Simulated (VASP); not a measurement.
Given:

```
Mg2Si
1.0
    0.00000     3.14094     3.14094
    3.14094     0.00000     3.14094
    3.14094     3.14094     0.00000
Mg Si
2 1
Direct
  0.25000   0.25000   0.25000
  0.75000   0.75000   0.75000
  0.00000   0.00000   0.00000
```

These are PBE GGA with D3 dispersion (zero damping), VASP's PBE PAW potentials (set 64) (plane waves; VASP) values and carry that method's errors. Settings: 520 eV cut-off, 7×7×7 Γ-centred mesh, tetrahedra with Blöchl corrections, potentials Mg Si.

**Question.** Estimate the energy per atom (σ→0).

**Answer.** 
| Item | Value |
|---|---|
| energy per atom (σ→0) | -3.185 eV/atom |

The absolute energy has meaning only against runs of the same code, potentials and settings.

The compound is Mg2Si in the antifluorite structure. It was relaxed first.
